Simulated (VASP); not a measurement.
Calculation: PBE GGA, VASP's PBE PAW potentials (set 64) (plane waves; VASP).

VASP ran on this input.

KPOINTS_OPT:
```
k-points along high-symmetry lines
10
Line-mode
Reciprocal
  0.000000   0.000000   0.000000 ! GAMMA
  0.500000   0.000000   0.500000 ! X

  0.500000   0.000000   0.500000 ! X
  0.625000   0.250000   0.625000 ! U

  0.375000   0.375000   0.750000 ! K
  0.000000   0.000000   0.000000 ! GAMMA

  0.000000   0.000000   0.000000 ! GAMMA
  0.500000   0.500000   0.500000 ! L

  0.500000   0.500000   0.500000 ! L
  0.500000   0.250000   0.750000 ! W

  0.500000   0.250000   0.750000 ! W
  0.500000   0.000000   0.500000 ! X
```

**POSCAR**
```
Al2Au
1
    0.0000000000     3.0149450000     3.0149450000
    3.0149450000     0.0000000000     3.0149450000
    3.0149450000     3.0149450000     0.0000000000
Al Au
2 1
Direct
  0.2500000000   0.2500000000   0.2500000000
  0.7500000000   0.7500000000   0.7500000000
  0.0000000000   0.0000000000   0.0000000000
```

**KPOINTS**
```
Automatic mesh
0
Gamma
10 10 10
0 0 0
```

### INCAR
```
# general
SYSTEM =Al2Au
PREC   =Accurate
ENCUT  =300   # plane-wave cut-off (eV)
LREAL  =.FALSE.   # projection in real space or not
LASPH  =.TRUE.
NBANDS =21

# electronic loop
EDIFF  =1E-6
NELM   =100   # most electronic steps
ALGO   =Normal   # blocked Davidson
LMAXMIX=6

# smearing
ISMEAR =0   # Gaussian
SIGMA  =0.136   # width (eV)

# functional
GGA    =PE

# ions
ISIF   =2   # forces and stress, cell fixed

# output
LWAVE  =.FALSE.
LCHARG =.FALSE.
```

POTCAR, in this order: Al Au (PBE.64 set). Program: vasp_std.

Problem. What will the output report for the number of irreducible k-points (NKPTS), largest plane-wave count, number of space-group operations, FFT grid (NGX, NGY, NGZ)?

Solution. 
| Item | Result |
|---|---|
| number of irreducible k-points (NKPTS) | 47 |
| largest plane-wave count | 659 |
| number of space-group operations | 48 |
| FFT grid (NGX, NGY, NGZ) | 24 × 24 × 24 |

The structure comes from a computed database's Al2Au entry; how it stands against other phases isn't given here. The cell was not relaxed at this level. The run is one of a series of settings (NBANDS = 21 against the base run), some of them coarse on purpose. The electron count is odd and the run is not spin-polarised, which forces a metal.
